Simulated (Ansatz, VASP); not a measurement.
# Cross-check of SnAs between VASP and Ansatz, part 2 of 2

One calculation is typed for both programs; each brings its own data sets. How far apart do they land? The cell is taken from a series of runs on this material, whose earlier steps may have relaxed, scaled, displaced or heated it; both programs get it as it stands.

VASP 6.6.1 and Ansatz 0.2.0.

So far: Set-up; VASP: elastic constants, LDA.

## (3) Ansatz: elastic constants, LDA

Level of this step: Ansatz beside VASP: Kohn-Sham DFT, plane waves, LDA (Ansatz).

Ansatz runs on its default PAW (the set named soft_2) files.

The same cell, functional (in two slightly different forms), mesh and smearing now go to Ansatz.

Input file input.yaml:

```yaml
crystal:
  lattice:
    - [0.0, 2.8405, 2.8405]
    - [2.8405, 0.0, 2.8405]
    - [2.8405, 2.8405, 0.0]
  atoms:
    - { symbol: Sn, position: [0.0, 0.0, 0.0] }
    - { symbol: As, position: [0.5, 0.5, 0.5] }
kpoints:
  mp_grid: { grid: [6, 6, 6] }
hamiltonian:
  xc: lda
scf:
  occupations: { method: gaussian, width: 0.1 }
output:
  forces: true
  stress: true
  eigenvalues: true
basis:
  ecutwfc: 260.0
elastic:
  mode: relaxed_ion
  amplitude: 0.01
```

On the command line:

```bash
$ ansatz run input.yaml --threads 8 --pin off --max-ram 14336MiB --backend cpu --events-out ev --progress --plain --runs-dir out
```

Numbers of over 12 decimals in the logs are rounded to 6 here.

The program printed:

```text
Warning: basis.ecutwfc = 260 eV is below the records' recommended 420 eV, and the density's cutoff is lower with it unless basis.ecutrho_ratio is high enough to keep the records' density cutoff: compare with a run at a higher cutoff
Engine: ansatz 0.2.0, aarch64-unknown-linux-gnu
Pseudopotentials: kind: paw
Pseudopotential: Sn, paw, valence charge 14, recommended cutoff 420 eV (normal), Sn.paw.azcp
Pseudopotential: As, paw, valence charge 15, recommended cutoff 420 eV (normal), As.paw.azcp
Functional definition: SPW92
  exchange = slater_x
  correlation = pw_c
Crystal: 2 atoms, lattice volume = 45.837 Å³
Basis set: ecut = 260 eV, 411 PW (Γ)
Bands: 19, of which v1, the nominal top of the filled ones, is band 15 counted from 1 (14 counted from 0)
Symmetry: 48 space group operations
Space group: Fm-3m (ITA 225), of the structure as read, at distance tolerance 3.6e-5 Å
k-points: 16 of 216
Non-local potential: Sn, projectors of the file, l = 0: 2, l = 1: 2, l = 2: 2, l = 3: 2
Non-local potential: As, projectors of the file, l = 0: 2, l = 1: 2, l = 2: 3, l = 3: 1
PAW form: soft (Blöchl's): semilocal exchange-correlation on the pseudo side does not see the compensation charge
PAW frozen core: Sn, regenerated for the run's functional, and the local potential with it (the file was generated under x = pbe(κ = 0.804, μ = 0.219515), c = pbe(β = 0.066725))
PAW frozen core: As, regenerated for the run's functional, and the local potential with it (the file was generated under x = pbe(κ = 0.804, μ = 0.219515), c = pbe(β = 0.066725))
PAW one-centre angular grid: Sn, 590 points (default); XC on 64 Gauss nodes
PAW one-centre angular grid: As, 590 points (default); XC on 64 Gauss nodes
Initial density: superposition of atomic densities (neutral atoms: chi_scale 0, normalization atom), corrected by the library's trained network
Initial wavefunctions: pseudopotential atomic-orbital guess
Functional: x = slater, c = lda
SCF iter   1: F=—  HF=-10652.670634 eV  |F-HF|=—  |Δ(HF+E_count)|=         —  Δρ=1.09e-2  dr2=2.34e-2  ethr=1.77e-3  ⟨swp⟩=5.2  Hψ=1337  notcnv=0
preconditioner: auto → none  [insulator: Δε(μ)=0.145 eV  Ē_g=18.426 eV  σ=0.100 eV  W_gap=0.70  n_scr=14 (ndim 8)  ℏωp=23.9 eV  f_vac=0.000  D(μ)=1.12/eV (n_scr^D=8)  ε∞_Penn≈2.7]
SCF iter   2: F=—  HF=-10652.614489 eV  |F-HF|=—  |Δ(HF+E_count)|=   5.61e-2  Δρ=3.89e-3  dr2=4.20e-3  ethr=8.08e-5  ⟨swp⟩=2.0  Hψ=729  notcnv=0  defer=5
SCF iter   3: F=—  HF=-10652.611307 eV  |F-HF|=—  |Δ(HF+E_count)|=   3.18e-3  Δρ=1.18e-3  dr2=4.10e-4  ethr=1.45e-5  ⟨swp⟩=2.0  Hψ=378  notcnv=0  defer=5
SCF iter   4: F=—  HF=-10652.611114 eV  |F-HF|=—  |Δ(HF+E_count)|=   1.93e-4  Δρ=1.37e-4  dr2=7.99e-6  ethr=1.41e-6  ⟨swp⟩=2.4  Hψ=435  notcnv=0  defer=5
SCF iter   5: F=—  HF=-10652.611112 eV  |F-HF|=—  |Δ(HF+E_count)|=   2.29e-6  Δρ=1.94e-5  dr2=1.29e-7  ethr=2.76e-8  ⟨swp⟩=2.1  Hψ=357  notcnv=0  defer=5
SCF iter   6: F=—  HF=-10652.611115 eV  |F-HF|=—  |Δ(HF+E_count)|=   3.21e-6  Δρ=4.49e-6  dr2=6.09e-9  ethr=4.43e-10  ⟨swp⟩=2.0  Hψ=531  notcnv=0  defer=5
SCF iter   7: F=—  HF=-10652.611115 eV  |F-HF|=—  |Δ(HF+E_count)|=  4.87e-10  Δρ=8.58e-7  dr2=8.69e-11  ethr=2.10e-11  ⟨swp⟩=2.0  Hψ=435  notcnv=0  defer=5
SCF iter   8: F=—  HF=-10652.611115 eV  |F-HF|=—  |Δ(HF+E_count)|=  1.02e-10  Δρ=3.33e-8  dr2=1.84e-13  ethr=3.00e-13 (applied; sched 1.00e-12)  ⟨swp⟩=2.9  Hψ=525  notcnv=0  defer=6
SCF iter   9: F=-10652.611115 eV  HF=-10652.611115 eV  |F-HF|=0.00e0  |Δ(HF+E_count)|=  3.64e-12  Δρ=1.71e-9  dr2=8.52e-16  ethr=1.00e-12  ⟨swp⟩=5.3  Hψ=1038  notcnv=0
SCF 1 converged in 9 iterations: F = -10652.611115 eV  dr2 = 8.52e-16
  greatest PAW one-centre occupation: 0.999 electrons in one spin orbital (limit 2), on the Sn atom at site 0 (counted from 0), in its partial waves of l = 2
Crystal: 2 atoms, lattice volume = 44.920 Å³
Symmetry: 16 space group operations
k-points: 30 of 216
Initial density: handed on by an earlier stage of this run
Initial wavefunctions: those handed on with the density
iter 1 solved again at ethr=1.63e-6 eV; its pass at ethr=3.10e-3 eV (dr2=4.72e-4 eV) is discarded
[...]
preconditioner: auto → Kerker (q_TF=auto, 2.536 Å⁻¹)  [metal: Δε(μ)=0.067 eV  Ē_g=18.616 eV  σ=0.100 eV  W_gap=0.34  n_scr=14 (ndim 8)  ℏωp=24.1 eV  f_vac=0.000  D(μ)=0.87/eV (n_scr^D=0)]
[...]
SCF iter   7: F=—  HF=-10652.604139 eV  |F-HF|=—  |Δ(HF+E_count)|=  3.64e-12  Δρ=2.11e-8  dr2=2.05e-13  ethr=3.30e-14 (applied; sched 1.00e-12)  ⟨swp⟩=2.5  Hψ=1176  notcnv=0  defer=17
SCF iter   8: F=-10652.604139 eV  HF=-10652.604139 eV  |F-HF|=3.64e-12  |Δ(HF+E_count)|=  1.82e-12  Δρ=4.24e-9  dr2=1.09e-14  ethr=1.00e-12  ⟨swp⟩=4.0  Hψ=2564  notcnv=0
SCF 8 converged in 8 iterations: F = -10652.604139 eV  dr2 = 1.09e-14
SCF iter   1: F=—  HF=-10652.604139 eV  |F-HF|=—  |Δ(HF+E_count)|=         —  Δρ=6.09e-5  dr2=3.76e-7  ethr=1.00e-12  ⟨swp⟩=11.1  Hψ=7561  notcnv=0  defer=3
SCF iter   2: F=—  HF=-10652.604139 eV  |F-HF|=—  |Δ(HF+E_count)|=   5.23e-7  Δρ=3.05e-5  dr2=1.11e-7  ethr=1.00e-12  ⟨swp⟩=3.1  Hψ=2589  notcnv=0  defer=3
SCF iter   3: F=—  HF=-10652.604139 eV  |F-HF|=—  |Δ(HF+E_count)|=   1.22e-7  Δρ=1.13e-5  dr2=2.57e-8  ethr=1.00e-12  ⟨swp⟩=3.0  Hψ=2061  notcnv=0  defer=3
SCF iter   4: F=—  HF=-10652.604139 eV  |F-HF|=—  |Δ(HF+E_count)|=   1.28e-8  Δρ=1.75e-6  dr2=2.01e-9  ethr=1.00e-12  ⟨swp⟩=3.0  Hψ=1632  notcnv=0  defer=3
SCF iter   5: F=—  HF=-10652.604139 eV  |F-HF|=—  |Δ(HF+E_count)|=  8.40e-10  Δρ=6.04e-7  dr2=1.94e-10  ethr=1.00e-12  ⟨swp⟩=2.0  Hψ=1528  notcnv=0  defer=3
SCF iter   6: F=—  HF=-10652.604139 eV  |F-HF|=—  |Δ(HF+E_count)|=  1.09e-11  Δρ=1.34e-7  dr2=9.58e-12  ethr=6.69e-13 (applied; sched 1.00e-12)  ⟨swp⟩=2.7  Hψ=1391  notcnv=0  defer=3
SCF iter   7: F=—  HF=-10652.604139 eV  |F-HF|=—  |Δ(HF+E_count)|=    0.00e0  Δρ=2.11e-8  dr2=2.05e-13  ethr=3.30e-14 (applied; sched 1.00e-12)  ⟨swp⟩=2.5  Hψ=1176  notcnv=0  defer=17
SCF iter   8: F=-10652.604139 eV  HF=-10652.604139 eV  |F-HF|=3.64e-12  |Δ(HF+E_count)|=  3.64e-12  Δρ=4.24e-9  dr2=1.09e-14  ethr=1.00e-12  ⟨swp⟩=4.0  Hψ=2563  notcnv=0
SCF 9 converged in 8 iterations: F = -10652.604139 eV  dr2 = 1.09e-14
WARN: the elastic stencil's two pairs of strained cells disagree: C11 (strain 11) reads 176.87 GPa from the cells at ±δ and 186.03 from those at ±2δ, which the stencil makes 173.82; C44 (strain 23) reads 30.90 GPa from the cells at ±δ and 35.14 from those at ±2δ, which the stencil makes 29.49; the limit is 2 % of the column's largest entry (no column's own pairs agree, so each is held to its own). A stress that is smooth and near linear over the cells gives both pairs one slope, so the constants of these columns, the constants that the crystal's symmetry builds from them and the moduli and the stability verdict built on them are in doubt. [rest of the remark cut]
SCF converged after 9 iterations
Free energy (F): -10652.611115 eV
Harris-Foulkes:  -10652.611115 eV  (|F-HF|=0.00e0)
Internal energy: -10652.606160 eV  (E = F + TS)
E sigma→0 (E₀):  -10652.608637 eV
Entropy (-TS):   -0.004955 eV (-2.478 meV/atom)
Fermi energy:    10.822563 eV
--- Per-component energies (eV) ---
  E_band       = -305.972212
  E_kinetic    = 295.269415
  E_local      = -2454.819126  (includes V_loc(G=0)·N_el)
  E_nonlocal   = -687.137168
  E_hartree    = 1432.691559
  E_xc         = -459.341626
  E_vxc        = -179.819874  (∫ρ·V_xc dr)
  E_paw        = -5755.442323  (= ΣΔE_a)
  E_vpaw       = -144.848414  (= ΣTr[D̂ρ^β])
  E_aug_tail   = -0.000160  (compensation charges beyond the density's cutoff)
  E_ewald      = -3026.326858
  E_core_change = 2.500128  (= ΣΔE_core)
  E_smearing   = -0.004955  (= −TS)
  E_closure    = 0.000000  (closes the sum)
  Σ components = -10652.611115   (vs F -10652.611115, Δ=0.00e0)
--- Forces (eV/Å), atoms counted from 1 ---
  atom   1  Sn    -0.00000000     0.00000000    -0.00000000
  atom   2  As     0.00000000     0.00000000     0.00000000
  max |Σ_I F_I| component: 6.77e-30 eV/Å
--- Stress (GPa, compression-positive) ---
       -0.047908       0.000000       0.000000
       -0.000000      -0.047908       0.000000
       -0.000000       0.000000      -0.047908
  P = ⅓ Tr σ = -0.0479 GPa (-0.479 kbar)
--- Band table (eV; the first three rows and the last of 16) ---
  k-point 0: bands = [... 11 lower, 8.3891, 10.0038, 10.0038, 10.0038, 16.6593, 16.6593, 16.6593, 17.2983]
  k-point 1: bands = [... 11 lower, 6.4072, 10.0484, 10.0484, 11.2931, 15.1280, 15.1280, 15.2645, 17.2886]
  k-point 2: bands = [... 11 lower, 3.8843, 10.2610, 10.2610, 11.9204, 13.3296, 13.3296, 13.9936, 18.7428]
  k-point 15: bands = [... 11 lower, 4.1794, 5.6363, 6.8484, 10.4148, 15.1436, 15.5827, 18.8024, 19.3138]
--- Elastic constants: 2 strain directions × 4 members + reference (group order 48) ---
  dense FFT box of the reference and of every strained cell: 24×24×24
  strains applied: 11, 23; error gains: componentwise 1.00 (the most a stress slope's error grows in a printed constant), spectral 1.73 (1 for all six strains in a standard setting)
  C = ∂σ_k/∂η_j (tension-positive GPa; Voigt order 11 22 33 23 13 12):
       173.818     27.155     27.155     -0.000     -0.000      0.000
        27.155    173.818     27.155      0.000     -0.000      0.000
        27.155     27.155    173.818      0.000     -0.000     -0.000
         0.000     -0.000      0.000     29.487      0.000     -0.000
         0.000     -0.000     -0.000     -0.000     29.487      0.000
         0.000      0.000     -0.000     -0.000     -0.000     29.487
  reference stress σ⁰ (GPa):      0.048      0.048      0.048     -0.000     -0.000      0.000
  C* (energy form; C + prestress term) asymmetry max|C*_kj − C*_jk| = 1.421e-14 GPa — a small one proves nothing (zero by symmetry where the batch's group is 432, −43m or m−3m); a large one is finite-difference/SCF noise where every solve meets its electron count
  moduli (Voigt/Reuss/Hill, GPa): K = 76.04/76.04/76.04   G = 47.03/38.76/42.89   E = 108.31   ν = 0.263
  mechanically stable: yes (min eigenvalue of sym C = 29.49 GPa)
  strain η (Voigt 11):  stress-route row diagonal C_11 = 173.82 GPa, energy-path curvature d²(F+E_count+ΔE)/dδ²/Ω₀ = 225.02 GPa
    cells at ±δ against ±2δ: C11 176.87 and 186.03 GPa, apart by 5.27 % of the column's largest entry
         δ    σ_11 (GPa)             F (eV)   n_scf  n_hpsi   n_pw
    -2.000e-2      -3.9306      -10652.6036486      10   11873    444   relax 0 steps, max|allowed force component| 7.89e-30 eV/Å
    -1.000e-2      -1.7504      -10652.6106708       7   12496    444   relax 0 steps, max|allowed force component| 8.28e-30 eV/Å
     1.000e-2       1.7871      -10652.5993384       6   11688    451   relax 0 steps, max|allowed force component| 6.90e-31 eV/Å
     2.000e-2       3.5107      -10652.5840432       9   10972    453   relax 0 steps, max|allowed force component| 7.89e-31 eV/Å
  strain η (Voigt 23):  stress-route row diagonal C_44 = 29.49 GPa, energy-path curvature d²(F+E_count+ΔE)/dδ²/Ω₀ = 80.45 GPa
    cells at ±δ against ±2δ: C44 30.90 and 35.14 GPa, apart by 14.38 % of the column's largest entry
         δ    σ_23 (GPa)             F (eV)   n_scf  n_hpsi   n_pw
    -2.000e-2      -0.7029      -10652.6074753       9   18168    445   relax 0 steps, max|allowed force component| 7.10e-30 eV/Å
    -1.000e-2      -0.3090      -10652.6041387       8   21237    444   relax 0 steps, max|allowed force component| 3.94e-30 eV/Å
     1.000e-2       0.3090      -10652.6041387       8   21001    444   relax 0 steps, max|allowed force component| 4.63e-30 eV/Å
     2.000e-2       0.7029      -10652.6074753       9   17517    445   relax 0 steps, max|allowed force component| 2.42e-30 eV/Å
```

## (4) Comparison

Known differences besides the potentials themselves: the two LDA forms differ slightly; the data sets hold 29 valence electrons in Ansatz (on its default PAW (the set named soft_2) files) and 19 in VASP; the cutoff is 260 eV in Ansatz and 500 eV in VASP; VASP's log shows a relativistic correction to its local exchange, Ansatz's none; VASP takes each elastic constant from one size of strain, Ansatz from those that its log lists; Ansatz's log warns that its cutoff lies below the recommended one. Total energies have different zeros and are not compared.

Compared:

| quantity | Ansatz | VASP | difference |
| --- | --- | --- | --- |
| C11 (GPa) | 173.8 | 180.4 | -3.67 % |
| C22 (GPa) | 173.8 | 180.4 | -3.67 % |
| C33 (GPa) | 173.8 | 180.4 | -3.67 % |
| C12 (GPa) | 27.2 | 22.5 | +20.74 % |
| C13 (GPa) | 27.2 | 22.5 | +20.74 % |
| C23 (GPa) | 27.2 | 22.5 | +20.74 % |
| C44 (GPa) | 29.5 | 34.9 | -15.56 % |
| C55 (GPa) | 29.5 | 34.9 | -15.56 % |
| C66 (GPa) | 29.5 | 34.9 | -15.56 % |

## (5) What came out

| Quantity | Value |
| --- | --- |
| difference in C12 (elastic constants, LDA) | 21 % |

In words: The difference in C12 is 21 % (elastic constants, LDA), beyond the 5 % picked in this series as the mark of a large difference. The data sets hold unlike numbers of valence electrons (29 in Ansatz and 19 in VASP), so part of the differences comes from the potentials. How closely two codes agree says nothing of how well the functional describes the real material.

[Lines on the potential files, build, host, timing and source positions are cut from VASP's logs without a mark.]

[Logs are printed without paths, hosts, clocks, repeated set-up lines and the standing remarks that a program may print on its own settings, such as how far it seeks lower states.]

[Hosts, paths, dates, database ids (printed as entryN), source tags and the programs' standing remarks are cut or masked in the printed files.]
